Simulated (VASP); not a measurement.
# MnSb: relaxation of cell and atoms with PBE

Crystal: MnSb.

```
CELL_PARAMETERS angstrom
4.09577 0.00000 0.00000
-2.04788 3.54704 0.00000
0.00000 0.00000 5.59869
ATOMIC_POSITIONS crystal
Mn 0.00000 0.00000 0.00000
Mn 0.00000 0.00000 0.50000
Sb 0.33333 0.66667 0.25000
Sb 0.66667 0.33333 0.75000
```

```yaml
Program: VASP 6.6.1
Task: relaxation of cell and atoms
Functional: PBE
Potentials_or_basis: VASP PAW PBE potentials, release 64 (Mn_pv, Sb)
Cutoff: 520 eV
k_mesh: 12 × 12 × 8
Occupations: methfessel-paxton, width 0.2 eV
Spin: collinear spin, ferromagnetic start
Starting_moments: "[3.5, 3.5, 0.0, 0.0] μB"
Further_INCAR_settings: ALGO = Fast; EDIFF = 1e-07; IBRION = 2; EDIFFG = -0.002; NSW = 80; ISIF = 3
```

```yaml
Pressure_after_relaxing: 0.0 GPa
Band_gap_on_the_k_mesh: none (metal or under the smearing width)
Net_moment: 6.40 μB per cell
Site_moments: Mn +3.24; Sb -0.12 μB
Valence_electrons_inside_the_program's_atomic_spheres: Mn 11.59; Sb 2.47
```

Final structure:
```xyz
4
Lattice="4.0958 0.0000 0.0000 -2.0479 3.5470 0.0000 0.0000 0.0000 5.5987" Properties=species:S:1:pos:R:3 pbc="T T T"
Mn    0.0000    0.0000    0.0000
Mn    0.0000    0.0000    2.7993
Sb    0.0000    2.3647    1.3997
Sb    2.0479    1.1823    4.1990
```

Levels at points of the mesh, in eV from the Fermi level:
Spin up:
```
           k point  band 18  band 19  band 20  band 21  band 22  band 23  band 24  band 25
(0.00, 0.00, 0.00)    -1.73    -0.21     0.47     0.47     2.42     2.42     2.89     2.99
(0.50, 0.00, 0.00)    -2.30    -1.90    -1.77    -1.74    -0.65     0.98     3.39     3.58
(0.00, 0.00, 0.50)    -2.53    -0.38    -0.38     1.87     1.87     1.87     1.87     4.80
(0.50, 0.00, 0.50)    -2.26    -2.14    -2.14     0.17     0.17     1.37     1.37     4.30
```
Spin down:
```csv
k point,band 13,band 14,band 15,band 16,band 17,band 18
"(0.00, 0.00, 0.00)",-0.19,-0.19,0.19,0.19,0.57,0.57
"(0.50, 0.00, 0.00)",-2.34,-2.21,-1.28,0.35,0.57,0.67
"(0.00, 0.00, 0.50)",-1.82,-1.82,0.40,0.40,0.40,0.40
"(0.50, 0.00, 0.50)",-1.66,-1.66,0.22,0.22,0.74,0.74
```

It took 6.3 min on 1 thread of Intel(R) Xeon(R) Platinum 8259CL CPU @ 2.50GHz (Skylake/Cascade Lake), on a shared host, peak memory 0.43 GiB.

Caveat: the relaxation stopped at its first step, so nothing moved; only a ferromagnetic start was run, and an antiferromagnetic order may lie lower in energy. The run has no spin-orbit coupling, so splittings on Sb are missing.
